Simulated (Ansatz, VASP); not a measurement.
## Te: VASP beside Ansatz

Aim: how closely do two programs agree when they are given the same cell, functional and k mesh? The cell is taken from a series of VASP runs on this material, whose earlier steps may have relaxed, scaled or displaced it; both programs get it as it stands. Valence electrons are named where the data sets of a main pair hold unlike numbers.

Program: Ansatz 0.2.0. Level of theory: plane waves, with VASP 6.6.1 beside it; relaxation of cell and atoms at LDA. Results are calculated unless marked as measured.

## 1. Starting point

Symmetry: P3_121, No. 152, trigonal system. The conventional cell has a = 4.274 Å, b = 4.274 Å, c = 5.957 Å, α = 90.00°, β = 90.00°, γ = 120.00°. Nearest to Te lie 2 Te at 2.90 Å.

## 2. VASP: relaxation of cell and atoms, LDA

The relaxed volume is the usual yardstick between codes: in a stiff, nearly cubic crystal its relative difference is about their pressure difference at one cell divided by the bulk modulus.

Lines of VASP's logs that name or quote its potential files are left out, and so is its time.

The input, INCAR:

```
SYSTEM = Te
PREC = Accurate
ENCUT = 450
EDIFF = 1E-06
NELM = 100
ISMEAR = 0
SIGMA = 0.03
LREAL = .FALSE.
ALGO = Normal
GGA = CA
NBANDS = 15
LORBIT = 11
LWAVE = .FALSE.
LCHARG = .FALSE.
KPAR = 4
IBRION = 2
NSW = 50
ISIF = 3
EDIFFG = -0.006
```

The input, POSCAR:

```
Te
1.0
    4.2740960732      0.0000000000      0.0000000000
   -2.1370480366      3.7014757776      0.0000000000
    0.0000000000      0.0000000000      5.9567488424
Te
3
Direct
    0.7152234789      0.7152234789      0.0000000000
    1.0000000000      0.2847765211      0.6666666667
    0.2847765211      0.0000000000      0.3333333333
```

The input, KPOINTS:

```
Automatic mesh
0
Gamma
6 6 4
0 0 0
```

Potentials, in the order of the species: Te (LDA family, release 64).

Run with:

```console
$ mpirun -np 4 vasp_std
```

Numbers of over 12 decimals in the logs are rounded to 6 here.

The program printed:

```text
[banner, memory and clock lines left out]
running    4 mpi-ranks, on    1 nodes
 distrk:  each k-point on    1 cores,    4 groups
 distr:  one band on    1 cores,    1 groups

 POSCAR found type information on POSCAR Te
 POSCAR found :  1 types and       3 ions
 LDA part: xc-table for (Slater(with rela. corr.)+CA(PZ))
 , standard interpolation
 POSCAR, INCAR and KPOINTS ok, starting setup
 FFT: planning ... GRIDC
 FFT: planning ... GRID_SOFT
 FFT: planning ... GRID
 WAVECAR not read
 entering main loop
       N       E                     dE             d eps       ncg     rms          rms(c)
DAV:   1     0.658393466874E+02    0.65839E+02   -0.60897E+03   720   0.861E+02
DAV:   2    -0.717775592575E+01   -0.73017E+02   -0.70023E+02   976   0.134E+02
DAV:   3    -0.113622223610E+02   -0.41845E+01   -0.41442E+01   867   0.370E+01
DAV:   4    -0.114338482879E+02   -0.71626E-01   -0.71617E-01  1051   0.576E+00
DAV:   5    -0.114345810876E+02   -0.73280E-03   -0.73280E-03   937   0.496E-01    0.134E+01
DAV:   6    -0.114091972634E+02    0.25384E-01   -0.15163E-02   874   0.667E-01    0.837E+00
DAV:   7    -0.114000846893E+02    0.91126E-02   -0.25240E-02   846   0.896E-01    0.299E-01
DAV:   8    -0.113995862392E+02    0.49845E-03   -0.34383E-03   776   0.346E-01    0.142E-01
DAV:   9    -0.113995903970E+02   -0.41578E-05   -0.14584E-04  1016   0.762E-02    0.882E-02
DAV:  10    -0.113995881793E+02    0.22177E-05   -0.86602E-06   853   0.182E-02    0.153E-02
DAV:  11    -0.113995871059E+02    0.10734E-05   -0.32072E-06   853   0.110E-02    0.270E-03
DAV:  12    -0.113995871256E+02   -0.19682E-07   -0.37491E-07   458   0.391E-03
   1 F= -.11399587E+02 E0= -.11399345E+02  d E =-.113996E+02
 curvature:   0.00 expect dE= 0.000E+00 dE for cont linesearch  0.000E+00
 trial: gam= 0.00000 g(F)=  0.231E-05 g(S)=  0.380E-05 ort = 0.000E+00 (trialstep = 0.100E+01)
 search vector abs. value=  0.611E-05
 reached required accuracy - stopping structural energy minimisation
```

OUTCAR, selected parts (step 2):

```text
ion  position               nearest neighbor table
   1  0.715  0.715  0.000-   2 2.90   3 2.90   3 3.32   2 3.32   2 3.32   3 3.32
   2  0.000  0.285  0.667-   1 2.90   3 2.90   1 3.32   1 3.32   3 3.32   3 3.32
   3  0.285  0.000  0.333-   1 2.90   2 2.90   1 3.32   1 3.32   2 3.32   2 3.32

  LATTYP: Found a hexagonal cell.
 ALAT       =     4.2740960732
 C/A-ratio  =     1.3936862299

 Subroutine GETGRP returns: Found  6 space group operations
 (whereof  2 operations were pure point group operations)

The static configuration has the point symmetry C_2 .
 The point group associated with its full space group is D_3 .

 Found     24 irreducible k-points:

   k-points           NKPTS =     24   k-points in BZ     NKDIM =     24   number of bands    NBANDS=     15

   dimension x,y,z NGX =    30 NGY =   30 NGZ =   42
   dimension x,y,z NGXF=    60 NGYF=   60 NGZF=   84

   ENCUT  =  450.0 eV  33.07 Ry    5.75 a.u.   7.39  7.39 10.30*2*pi/ulx,y,z

   NELECT =      18.0000    total number of electrons

 k-points in reciprocal lattice and weights: Automatic mesh
   0.00000000  0.00000000  0.00000000       0.007
   0.16666667 -0.00000000  0.00000000       0.042
   0.33333333 -0.00000000  0.00000000       0.042
   0.50000000  0.00000000  0.00000000       0.021
   0.16666667  0.16666667  0.00000000       0.042
   0.33333333  0.16666667  0.00000000       0.083
   0.33333333  0.33333333  0.00000000       0.014
   0.00000000  0.00000000  0.25000000       0.014
   0.16666667 -0.00000000  0.25000000       0.042
[...]
0.33333333  0.16666667  0.50000000       0.083
   0.33333333  0.33333333  0.50000000       0.014

 average (electrostatic) potential at core
       1 -88.9794       2 -88.9794       3 -88.9794

 E-fermi :   6.8210

 k-point     1 :       0.0000    0.0000    0.0000
  band No.  band energies     occupation
    ...
      5       4.2264      2.00000
      6       4.2264      2.00000
      7       5.0381      2.00000
      8       5.0381      2.00000
      9       5.6825      2.00000
     10       7.8170      0.00000
     11       7.8170      0.00000
     12       8.5398      0.00000
     13      11.5818      0.00000
     14      11.5818      0.00000
    ...

 k-point     2 :       0.1667   -0.0000    0.0000
  band No.  band energies     occupation
    ...
      5       3.2257      2.00000
      6       3.6233      2.00000
      7       5.7225      2.00000
      8       5.8555      2.00000
      9       6.1732      2.00000
     10       7.5073      0.00000
     11       7.5863      0.00000
     12       8.1712      0.00000
     13      10.7919      0.00000
     14      11.6782      0.00000
    ...

 k-point     3 :       0.3333   -0.0000    0.0000
  band No.  band energies     occupation
    ...
      5       2.2553      2.00000
      6       2.9773      2.00000
      7       4.1227      2.00000
      8       6.0565      2.00000
      9       6.0793      2.00000
     10       7.3662      0.00000
     11       7.5864      0.00000
     12       9.5747      0.00000
     13       9.6722      0.00000
     14      12.9303      0.00000
    ...

  Total        0.0106084      0.0106084     -0.0033053      0.0000000      0.0000000      0.0000000
  in kB        0.1803572      0.1803572     -0.0561951      0.0000000      0.0000000      0.0000000
  external PRESSURE =       0.1015064 kB  Pullay stress =       0.0000000 kB

  energy-cutoff  :      450.00
  volume of cell :       94.24
      direct lattice vectors                 reciprocal lattice vectors
     4.274096073  0.000000000  0.000000000     0.233967600  0.135081257  0.000000000
    -2.137048037  3.701475778  0.000000000     0.000000000  0.270162514  0.000000000
     0.000000000  0.000000000  5.956748842     0.000000000  0.000000000  0.167876811

 POSITION                                       TOTAL-FORCE (eV/Angst)
 -----------------------------------------------------------------------------------
      1.52847      2.64738      0.00000        -0.001999     -0.003462     -0.000000
     -0.60858      1.05409      3.97117        -0.001999      0.003462      0.000000
      1.21716      0.00000      1.98558         0.003998      0.000000      0.000000
 -----------------------------------------------------------------------------------
    total drift:                                0.000000     -0.000000      0.000000

  FREE ENERGIE OF THE ION-ELECTRON SYSTEM (eV)
  ---------------------------------------------------
  free  energy   TOTEN  =       -11.3995871256 eV

  energy  without entropy=      -11.3991023531  energy(sigma->0) =      -11.39934474

 reached required accuracy - stopping structural energy minimisation

 total charge
# of ion       s       p       d       tot
------------------------------------------
    1        1.445   1.818   0.051   3.314
    2        1.445   1.818   0.051   3.314
    3        1.445   1.818   0.051   3.314
--------------------------------------------------
tot          4.335   5.453   0.153   9.941

[... 3 further parts left out ...]
```

CONTCAR:

```
Te
   1.00000000000000
     4.2740960732000000    0.0000000000000000    0.0000000000000000
    -2.1370480366000000    3.7014757775999998    0.0000000000000000
     0.0000000000000000    0.0000000000000000    5.9567488423999997
  Te
     3
Direct
     0.7152234789000005    0.7152234789000005    0.0000000000000000
     0.0000000000000000    0.2847765210999995    0.6666666667000030
     0.2847765210999995    0.0000000000000000    0.3333333332999970
```

The k-mesh is coarse for a metal. The run keeps the 6 symmetry operations of its start, so it cannot find a distortion of lower symmetry.

## 3. Ansatz: relaxation of cell and atoms, LDA

Ansatz runs on its default PAW (the set named soft_2) files.

The same cell, functional (in two slightly different forms), mesh and smearing now go to Ansatz, which takes its cutoff from its data sets.

The input, input.yaml:

```yaml
crystal:
  lattice:
    - [4.2740960732, 0.0, 0.0]
    - [-2.1370480366, 3.7014757776, 0.0]
    - [0.0, 0.0, 5.9567488424]
  atoms:
    - { symbol: Te, position: [0.7152234789, 0.7152234789, 0.0] }
    - { symbol: Te, position: [1.0, 0.2847765211, 0.6666666667] }
    - { symbol: Te, position: [0.2847765211, 0.0, 0.3333333333] }
hamiltonian:
  xc: lda
  pseudopotentials: { kind: paw }
kpoints:
  mp_grid: { grid: [6, 6, 4] }
scf:
  occupations: { method: gaussian, width: 0.03 }
relax:
  f_tol: 0.01
  max_steps: 60
  cell: { stress_tol: 0.05 }
output:
  forces: true
  stress: true
  write_density: true
  write_potential: true
  elf: true
  volumetric_format: npy
```

Run with:

```console
$ ansatz run input.yaml --threads 4 --pin off --max-ram 9216MiB --backend cpu --events-out ev --progress --plain --runs-dir out
```

The program printed:

```text
Engine: ansatz 0.2.0, aarch64-unknown-linux-gnu
Pseudopotentials: kind: paw
Pseudopotential: Te, paw, valence charge 16, recommended cutoff 420 eV (normal), Te.paw.azcp
Functional definition: SPW92
  exchange = slater_x
  correlation = pw_c
Crystal: 3 atoms, lattice volume = 94.239 Å³
Basis set: ecut = 420 eV, 1837 PW (Γ)
Bands: 29, of which v1, the nominal top of the filled ones, is band 24 counted from 1 (23 counted from 0)
Symmetry: 6 space group operations
Space group: P3121 (ITA 152), of the structure as read, at distance tolerance 4.6e-5 Å
k-points: 24 of 144 (time reversal used)
Non-local potential: Te, projectors of the file, l = 0: 2, l = 1: 2, l = 2: 2, l = 3: 2
PAW form: soft (Blöchl's): semilocal exchange-correlation on the pseudo side does not see the compensation charge
PAW frozen core: Te, regenerated for the run's functional, and the local potential with it (the file was generated under x = pbe(κ = 0.804, μ = 0.219515), c = pbe(β = 0.066725))
PAW one-centre angular grid: Te, 590 points (default); XC on 64 Gauss nodes
Initial density: superposition of atomic densities (neutral atoms: chi_scale 0, normalization atom), corrected by the library's trained network
Initial wavefunctions: pseudopotential atomic-orbital guess
Functional: x = slater, c = lda
SCF iter   1: F=—  HF=-20481.588393 eV  |F-HF|=—  |Δ(HF+E_count)|=         —  Δρ=4.60e-3  dr2=8.10e-3  ethr=1.77e-3  ⟨swp⟩=7.4  Hψ=3204  notcnv=0
preconditioner: auto → LDOS  [insulator: Δε(μ)=0.258 eV  Ē_g=8.792 eV  σ=0.030 eV  W_gap=0.52  n_scr=22 (ndim 8)  ℏωp=16.2 eV  f_vac=0.012  D(μ)=1.18/eV (n_scr^D=2)  ε∞_Penn≈4.4  β→1.0]
SCF iter   2: F=—  HF=-20481.581640 eV  |F-HF|=—  |Δ(HF+E_count)|=   6.75e-3  Δρ=6.59e-4  dr2=3.01e-4  ethr=1.69e-5  ⟨swp⟩=2.0  Hψ=1546  notcnv=0  defer=16
preconditioner: auto → Resta (q_TF=auto, 2.438 Å⁻¹)  ε∞=4.4  [insulator: Δε(μ)=0.256 eV  Ē_g=8.784 eV  σ=0.030 eV  W_gap=0.52  n_scr=22 (ndim 8)  ℏωp=16.2 eV  f_vac=0.009  D(μ)=1.14/eV (n_scr^D=2)  ε∞_Penn≈4.4  β→0.5]
SCF iter   3: F=—  HF=-20481.581403 eV  |F-HF|=—  |Δ(HF+E_count)|=   2.37e-4  Δρ=1.90e-4  dr2=2.85e-5  ethr=6.27e-7  ⟨swp⟩=2.0  Hψ=1250  notcnv=0  defer=16
SCF iter   4: F=—  HF=-20481.581395 eV  |F-HF|=—  |Δ(HF+E_count)|=   7.93e-6  Δρ=4.50e-5  dr2=2.10e-6  ethr=5.94e-8  ⟨swp⟩=3.0  Hψ=1255  notcnv=0  defer=16
iter 5 did not close the SCF: its close was put off for the readings that it lacked (scf_convergence_deferred on its scf_iter line)
SCF iter   5: F=-20481.581395 eV  HF=-20481.581395 eV  |F-HF|=7.77e-9  |Δ(HF+E_count)|=   3.35e-7  Δρ=7.22e-6  dr2=5.70e-8  ethr=4.37e-9  ⟨swp⟩=3.0  Hψ=1250  notcnv=0  defer=16
SCF iter   6: F=-20481.581395 eV  HF=-20481.581395 eV  |F-HF|=8.69e-10  |Δ(HF+E_count)|=   1.59e-9  Δρ=2.03e-6  dr2=3.93e-9  ethr=1.19e-10  ⟨swp⟩=6.9  Hψ=4268  notcnv=0
SCF 1 converged in 6 iterations: F = -20481.581395 eV  dr2 = 3.93e-9
  greatest PAW one-centre occupation: 0.999 electrons in one spin orbital (limit 2), on the Te atom at site 2 (counted from 0), in its partial waves of l = 2
relax step   1: F+E_penalty+E_count = -20481.58139469 eV  Δ(F+E_penalty+E_count) = +0.000e0 eV  max|allowed force component| = 1.853e-2 eV/Å  Δτ_max = 0.0000 Å  P = -0.112 GPa  Ω = 94.239 Å³  (6 SCF iters, dr2 threshold 1.00e-7 eV, accepted)
[...]
relax step   2: F+E_penalty+E_count = -20481.58154664 eV  Δ(F+E_penalty+E_count) = -1.520e-4 eV  max|allowed force component| = 5.548e-3 eV/Å  Δτ_max = 0.0026 Å  P = +0.129 GPa  Ω = 93.983 Å³  energy of the carried Pulay correction = +6.543e-5 eV  (6 SCF iters, dr2 threshold 1.02e-7 eV, accepted)
[...]
relax step   3: F+E_penalty+E_count = -20481.58158281 eV  Δ(F+E_penalty+E_count) = -3.617e-5 eV  max|allowed force component| = 2.723e-3 eV/Å  Δτ_max = 0.0004 Å  P = +0.020 GPa  Ω = 94.149 Å³  energy of the carried Pulay correction = +2.278e-5 eV  (6 SCF iters, accepted)
[...]
relax step   4: F+E_penalty+E_count = -20481.58157208 eV  Δ(F+E_penalty+E_count) = +1.073e-5 eV  max|allowed force component| = 2.720e-3 eV/Å  Δτ_max = 0.0000 Å  P = +0.020 GPa  Ω = 94.149 Å³  stress off target by 2.43e-2 GPa  SCF on the basis re-selected at this cell (its energy is not comparable with the rows above)  (8 SCF iters)
basis re-selected at this cell: Δ(F+E_penalty+E_count) = +1.073e-5 eV, ΔP = +0.000 GPa vs the last step (what re-selecting the basis moved, of the pressure what is left beyond the Pulay correction that the steps carried, after the strain that the cell walked since its last selection, with what the two solves' SCF thresholds leave and, on support functions, any second-order correction that the steps lacked; it is no m [...]
SCF converged after 8 iterations
Free energy (F): -20481.581572 eV
Harris-Foulkes:  -20481.581572 eV  (|F-HF|=3.64e-12)
Internal energy: -20481.581020 eV  (E = F + TS)
E sigma→0 (E₀):  -20481.581296 eV
Entropy (-TS):   -0.000552 eV (-0.184 meV/atom)
Fermi energy:    9.704487 eV
--- Per-component energies (eV) ---
  E_band       = -758.572469
  E_kinetic    = 545.693341
  E_local      = -3588.200179  (includes V_loc(G=0)·N_el)
  E_nonlocal   = -914.796761
  E_hartree    = 2329.878382
  E_xc         = -372.260206
  E_vxc        = -315.353320  (∫ρ·V_xc dr)
  E_paw        = -13528.853702  (= ΣΔE_a)
  E_vpaw       = -1145.671735  (= ΣTr[D̂ρ^β])
  E_aug_tail   = -0.000579  (compensation charges beyond the density's cutoff)
  E_ewald      = -4955.077299
  E_core_change = 2.035984  (= ΣΔE_core)
  E_smearing   = -0.000552  (= −TS)
  E_closure    = 0.000000  (closes the sum)
  Σ components = -20481.581572   (vs F -20481.581572, Δ=0.00e0)
--- Forces (eV/Å), atoms counted from 1 ---
  atom   1  Te     0.00136005     0.00235568    -0.00000000
  atom   2  Te     0.00136005    -0.00235568    -0.00000000
  atom   3  Te    -0.00272010    -0.00000000     0.00000000
  max |Σ_I F_I| component: 2.60e-18 eV/Å
--- Stress (GPa, compression-positive) ---
        0.024332       0.000000      -0.000000
        0.000000       0.024332       0.000000
       -0.000000       0.000000       0.011729
  P = ⅓ Tr σ = 0.0201 GPa (0.201 kbar)
--- Band table (eV; the first three rows and the last of 24) ---
  k-point 0: bands = [... 20 lower, 7.0884, 7.9187, 7.9187, 8.5689, 10.7078, 10.7078, 11.4196, 14.5421, ... 1 higher]
  k-point 1: bands = [... 20 lower, 7.2011, 8.1596, 8.4241, 8.6740, 10.2748, 10.3324, 10.8377, 13.7007, ... 1 higher]
  k-point 2: bands = [... 20 lower, 7.0321, 8.4338, 8.8675, 8.8675, 9.9557, 10.0343, 10.0343, 13.3556, ... 1 higher]
  k-point 23: bands = [... 20 lower, 4.1782, 8.7935, 9.6741, 9.7025, 9.7025, 10.6123, 10.6123, 15.7769, ... 1 higher]
--- Relaxed structure (3 steps of the walk, 3 accepted, 1 SCFs on fresh bases) ---
  F+E_penalty+E_count = -20481.58157208 eV   max|allowed force component| = 2.720e-3 eV/Å   (the final SCF, on the basis selected at the relaxed cell)
  cell:  # Å, volume = 94.1493 Å³
    - [4.276093, 0.0, 0]
    - [-2.138047, 3.703205, 0]
    - [0, 0, 5.945551]
  atoms:
    - { symbol: Te, position: [0.715745, 0.715745, 0] }
    - { symbol: Te, position: [1.000000, 0.284255, 0.666667] }
    - { symbol: Te, position: [0.284255, 0, 0.333333] }
```

Elapsed: 6.8 s, on 4 threads of Arm Neoverse V1, shared host; peak memory 0.38 GiB.

## 4. Comparison

Known differences besides the potentials themselves: the two LDA forms differ slightly; both relaxations stop at a tolerance, which leaves soft axes loose, and VASP keeps its plane-wave basis; the data sets hold 48 valence electrons in Ansatz (on its default PAW (the set named soft_2) files) and 18 in VASP; the cutoff is 420 eV in Ansatz and 450 eV in VASP; VASP's log shows a relativistic correction to its local exchange, Ansatz's none; Ansatz adds a Pulay correction to the stress that steers its cell, VASP none. Total energies have different zeros and are not compared.

Compared:

```
                                         quantity  Ansatz   VASP  difference
                                      volume (Å³)   94.15  94.24     -0.09 %
edge a after relaxation, in the typed setting (Å)   4.276  4.274     +0.05 %
edge c after relaxation, in the typed setting (Å)   5.946  5.957     -0.19 %
```

The walks stopped with 0.02 GPa left in Ansatz and 0.01 GPa in VASP; each walk ends within a tolerance, so the volume difference is uncertain by about these residues over the bulk modulus, most in soft cells.

## 5. Results

| Property | Result |
| --- | --- |
| difference in edge c after relaxation, in the typed setting (relaxation of cell and atoms, LDA) | -0.19 % |

In words: The difference in edge c after relaxation, in the typed setting is -0.19 % (relaxation of cell and atoms, LDA), within the 1.2 % picked in this series as the mark of a large difference, as far as the stopping tolerances let one tell. The data sets hold unlike numbers of valence electrons (48 in Ansatz and 18 in VASP), so part of the differences comes from the potentials. Such differences can come from data sets, numerical settings and the points named under the comparisons, not from the functional's error against experiment.

[Lines on the potential files, build, host, timing and source positions are cut from VASP's logs without a mark.]

[Logs are printed without paths, hosts, clocks, repeated set-up lines and the standing remarks that a program may print on its own settings, such as how far it seeks lower states.]

[Hosts, paths, dates, database ids (printed as entryN), source tags and the programs' standing remarks are cut or masked in the printed files.]
